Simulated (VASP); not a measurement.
# GW-BSE spectrum of AlN, part 4 of 4

Aim: the optical spectrum of AlN with the electron-hole interaction. The cell is of the zinc-blende type, one of the forms listed for this formula. The start is a computed cell from the Materials Project.

VASP 6.6.1, plane waves and PAW; the level of theory is named at each step.

So far, quasiparticle gap on the mesh (eV): step 4 (G0W0) 4.45.

## 6. Independent quasiparticles

This step: BSE on G0W0 on PBE, independent quasiparticles; plane waves and PAW (Al_GW, N_GW) (VASP 6.6.1).

With LADDER and LHARTREE off the pairs don't interact at all, so the lowest line must equal the direct gap.

File INCAR:

```
SYSTEM = AlN
PREC = Accurate
ENCUT = 450
ISMEAR = 0
SIGMA = 0.01
LREAL = .FALSE.
GGA = PE
NBANDS = 48
ALGO = BSE
NBANDSO = 3
NBANDSV = 4
OMEGAMAX = 25
NEDOS = 1000
CSHIFT = 0.1
PRECFOCK = Fast
LWAVE = .FALSE.
LCHARG = .FALSE.
ENCUTGW = 100
ANTIRES = 0
LADDER = .FALSE.
LHARTREE = .FALSE.
```

File POSCAR:

```
AlN
1.0
    0.0000000000      2.1839935596      2.1839935596
    2.1839935596      0.0000000000      2.1839935596
    2.1839935596      2.1839935596      0.0000000000
Al N
1 1
Direct
    0.0000000000      0.0000000000      0.0000000000
    0.2500000000      0.2500000000      0.2500000000
```

File KPOINTS:

```
Automatic mesh
0
Gamma
10 10 10
0 0 0
```

The projector-augmented-wave data sets are Al_GW and N_GW (PBE family, release 64).

Command:

```sh
mpirun -np 8 vasp_std
```

What it wrote:

```text
[banner, memory and clock lines left out]
 LDA part: xc-table for (Slater+PW92), standard interpolation
 found WAVECAR, reading the header
 POSCAR, INCAR and KPOINTS ok, starting setup
 FFT: planning ... GRIDC
 FFT: planning ... GRID_SOFT
 FFT: planning ... GRID
 reading WAVECAR
 the WAVECAR file was read successfully
 initial charge from wavefunction
 available memory per node:     97.99 GB, setting MAXMEM to    100343

 Doing            0  frequencies on each core in blocks of            0
 parallelization over k-points
 Using distributed matrix
 Using distributed eigensolver
 allocating two-electron 4 orbital integral table    3    4    3    4
 BSE setting up matrix
 available memory per node:     97.57 GB, setting MAXMEM to     99913
 Calculate matrix elements of the BSE Hamiltonian:
 Workload is divided into blocks of two-electron 4 orbital integrals computed in
  parallel.
 Each block/integral has dimensions  of (   3,   4,   3,   4) orbitals
 Total number of blocks/integrals:               500500
 Number of spins:                                     1
 Number of kpoints:                                1000
 Spin channel:                                        1
  Number of blocks of unoccupied bands:               1
  Number of blocks of occupied bands:                 1
 Number of rows/columns of blocks:                 1000

                                                        Time (sec)
               Integrals                 Ranks       Real         CPU
  [         1 -       8000/    500500]     8         0.64        0.00
  [      8001 -      16000/    500500]     8         1.42        0.00
  [     16001 -      24000/    500500]     8         2.31        0.00
  [     24001 -      32000/    500500]     8         3.17        0.00
  [     32001 -      40000/    500500]     8         3.95        0.00
  [     40001 -      48000/    500500]     8         4.79        0.00
  [     48001 -      56000/    500500]     8         5.54        0.00
  [     56001 -      64000/    500500]     8         6.18        0.00
  [     64001 -      72000/    500500]     8         6.88        0.00
  [     72001 -      80000/    500500]     8         7.47        0.00
  [     80001 -      88000/    500500]     8         8.14        0.00
  [     88001 -      96000/    500500]     8         8.95        0.00
  [     96001 -     104000/    500500]     8         9.60        0.00
  [    104001 -     112000/    500500]     8        10.27        0.00
  [    112001 -     120000/    500500]     8        10.89        0.00
  [    120001 -     128000/    500500]     8        11.48        0.00
  [    128001 -     136000/    500500]     8        12.12        0.00
  [    136001 -     144000/    500500]     8        12.78        0.00
  [    144001 -     152000/    500500]     8        13.39        0.00
  [    152001 -     160000/    500500]     8        14.08        0.00
  [    160001 -     168000/    500500]     8        14.69        0.00
  [    168001 -     176000/    500500]     8        15.28        0.00
  [    176001 -     184000/    500500]     8        15.90        0.00
  [    184001 -     192000/    500500]     8        16.52        0.00
  [    192001 -     200000/    500500]     8        17.15        0.00
  [    200001 -     208000/    500500]     8        17.77        0.00
  [    208001 -     216000/    500500]     8        18.39        0.00
  [    216001 -     224000/    500500]     8        18.98        0.00
  [    224001 -     232000/    500500]     8        19.69        0.00
  [    232001 -     240000/    500500]     8        20.33        0.00
  [    240001 -     248000/    500500]     8        21.00        0.00
  [    248001 -     256000/    500500]     8        21.54        0.00
  [    256001 -     264000/    500500]     8        22.16        0.00
  [    264001 -     272000/    500500]     8        22.78        0.00
  [    272001 -     280000/    500500]     8        23.38        0.00
  [    280001 -     288000/    500500]     8        24.01        0.00
  [    288001 -     296000/    500500]     8        24.64        0.00
  [    296001 -     304000/    500500]     8        25.31        0.00
  [    304001 -     312000/    500500]     8        25.93        0.00
  [    312001 -     320000/    500500]     8        26.53        0.00
  [    320001 -     328000/    500500]     8        27.13        0.00
  [    328001 -     336000/    500500]     8        27.79        0.00
  [    336001 -     344000/    500500]     8        28.45        0.00
  [    344001 -     352000/    500500]     8        29.06        0.00
  [    352001 -     360000/    500500]     8        29.62        0.00
  [    360001 -     368000/    500500]     8        30.27        0.00
  [    368001 -     376000/    500500]     8        30.88        0.00
  [    376001 -     384000/    500500]     8        31.50        0.00
  [    384001 -     392000/    500500]     8        32.13        0.00
  [    392001 -     400000/    500500]     8        32.81        0.00
  [    400001 -     408000/    500500]     8        33.61        0.00
  [    408001 -     416000/    500500]     8        34.20        0.00
  [    416001 -     424000/    500500]     8        34.77        0.00
  [    424001 -     432000/    500500]     8        35.32        0.00
[...]
[    496001 -     500000/    500500]     8        40.33        0.00
  [    500001 -     500500/    500500]     8        40.43        0.00

[... 7 parts as in an earlier step ...]
```

It took 5.6 min on 8 MPI ranks of AMD EPYC 7R43, shared host; peak memory 8.9 GiB; 42 min of CPU time.

Parts of OUTCAR (step 6):

```text
   NELECT =       8.0000    total number of electrons

 E-fermi :   6.5656

[... 8 parts as in an earlier step ...]

[... 2 further parts left out ...]
```

This step gave:

- lowest excitation: 5.639 eV

The imaginary dielectric function, xx has structure finer than the step of the table below, so its rows give means over 1 eV, whole bins alone (the curve runs from 0 to 25 eV). Peaks (eV: height): 8.1: 7.26, 8.6: 6.93, 9.4: 9.18, 11.6: 6.03, 13.3: 8.20, 14.0: 6.09, 14.5: 6.24.

From 3 filled and 4 empty bands alone, without any pair above OMEGAMAX = 25 eV, so strength is missing wherever others contribute; lines are broadened by CSHIFT, which also makes the tail under the first line. Imaginary dielectric function, xx against photon energy; means over each step:

| photon energy (eV) | imaginary dielectric function, xx |
| --- | --- |
| 1 | 0.00623 |
| 2 | 0.0136 |
| 3 | 0.0238 |
| 4 | 0.0415 |
| 5 | 0.104 |
| 6 | 0.736 |
| 7 | 2.24 |
| 8 | 5.03 |
| 9 | 7.20 |
| 10 | 5.16 |
| 11 | 3.83 |
| 12 | 4.49 |
| 13 | 5.75 |
| 14 | 5.21 |
| 15 | 4.06 |
| 16 | 2.53 |
| 17 | 1.56 |
| 18 | 0.730 |
| 19 | 0.485 |
| 20 | 0.183 |
| 21 | 0.0581 |
| 22 | 0.0248 |
| 23 | 0.0158 |
| 24 | 0.0120 |

The lowest excitation lies at 5.639 eV, +364 meV against the Tamm-Dancoff singlet. No second mesh in this session tests these energies, peaks and heights.

## 7. Summary

This step: BSE on G0W0 on PBE; plane waves and PAW (VASP 6.6.1).

No new run; the numbers come from the runs before.

Cost is wall time times ranks on a shared host, for this step alone, without the steps before it. Excitations by level:

| level | first excitation (eV) | cost (core minutes) |
| --- | --- | --- |
| BSE, Tamm-Dancoff | 5.275 | 112 |
| independent quasiparticles | 5.639 | 44.41 |

## 8. What came out

```yaml
bse_tamm_dancoff: lowest vertical excitation 5.275 eV; direct gap 5.639 eV
independent_quasiparticles: lowest vertical excitation 5.639 eV; direct gap 5.639 eV
```

In words: The Bethe-Salpeter equation puts the lowest vertical singlet excitation at 5.275 eV, 0.36 eV below the direct gap of 5.639 eV; the states within 10 meV of it carry 22 % of the strength of the strongest such group among the lowest 40 states. Attraction and local fields together move the centre of weight of eps2 xx over the computed range by -1.86 eV against the run of independent quasiparticles. The spectra were run on one mesh, so the distance from the gap isn't shown to be converged; coarse meshes tend to overstate it. Bands, response cutoff and mesh of the GW step weren't tested in this session. Only vertical pairs enter; the least gap on the mesh is indirect, 4.449 eV, and its phonon-assisted absorption is absent. Only the bands set by NBANDSO and NBANDSV form pairs, and any pair above OMEGAMAX = 25 eV is dropped, so the spectrum is that of this window; the window can cut degenerate bands. Not tabulated here, as repeats of values shown or as unfit to read for their mesh, reference level or band range: eps2 curves (empty bands); eps1 curves and static values (BSE, empty bands, independent quasiparticles); line lists of runs without attraction (independent quasiparticles).

[Lines on the potential files, build, host, timing and source positions are cut from VASP's logs without a mark.]

[Logs are printed without paths, hosts, clocks, repeated set-up lines and the standing remarks that a program may print on its own settings, such as how far it seeks lower states.]

[Hosts, paths, dates, database ids (printed as entryN), source tags and the programs' standing remarks are cut or masked in the printed files.]

[Pressures printed for these runs are not shown converged in the cutoff: they can be off by several GPa and have the wrong sign.]
